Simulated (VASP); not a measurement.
An input for Ansatz (written as the equivalent of a VASP run, and not itself run):

Ansatz 0.2 input:
```yaml
crystal:
  lattice:
    - [3.9632543, -0.0000070, -0.0086280]
    - [-0.0010333, 3.9618138, -0.0067076]
    - [-1.9637619, -1.9422750, 6.3457025]
  atoms:
    - { symbol: Bi, position: [0.6564663, 0.6543320, 0.3067238] }
    - { symbol: Bi, position: [0.3509611, 0.3435900, 0.6975211] }
    - { symbol: Te, position: [0.9976646, 0.0064138, 0.0013192] }
    - { symbol: O, position: [0.7514109, 0.2512361, 0.5017111] }
    - { symbol: O, position: [0.2513270, 0.7518281, 0.5017748] }
kpoints:
  mp_grid: { grid: [7, 7, 5] }
hamiltonian:
  xc: pbesol
  pseudopotentials: { kind: paw }
scf:
  occupations: { method: methfessel_paxton, width: 0.1 }
  max_iter: 100
relax:
  max_steps: 60
  f_tol: 0.02
  cell: {}
output: { forces: true, stress: true, eigenvalues: true }
```

Write the VASP files for the same calculation (PBEsol).

Several could match; the one computed here: 
### POSCAR
```
Bi2TeO2
1
    3.9632542539    -0.0000069939    -0.0086279915
   -0.0010332713     3.9618138162    -0.0067075647
   -1.9637619499    -1.9422750068     6.3457025207
Bi Te O
2 1 2
Direct
  0.6564663011   0.6543319557   0.3067237832
  0.3509611450   0.3435899870   0.6975210743
  0.9976646254   0.0064138475   0.0013192227
  0.7514108884   0.2512360994   0.5017110835
  0.2513270400   0.7518281104   0.5017748363
```

### KPOINTS
```
Automatic mesh
0
G
7 7 5
```

**INCAR**
```
ALGO=Normal
EDIFF=1E-6
EDIFFG=-0.02
ENCUT=520
GGA=PS
IBRION=2
ISIF=3
ISMEAR=1
LASPH=.True.
LCHARG=.False.
LMAXMIX=4
LREAL=.False.
LWAVE=.False.
NELM=100
NSW=60
PREC=Accurate
SIGMA=0.1
SYSTEM=Bi2TeO2
```

POTCAR, in this order: Bi_d Te O (PBE.64 set). Program: vasp_std.

What does not carry over: each code has its own PAW files, so the cut-off isn't converted (ENCUT is set for VASP's; basis.ecutwfc is left out, and Ansatz then takes the one that its files recommend); Ansatz stops its SCF on the density residual and VASP on the energy change (EDIFF).

The structure comes from a computed database's Bi2TeO2 entry; how it stands against other phases isn't given here. This run relaxes it. The start is the result of an earlier pass.
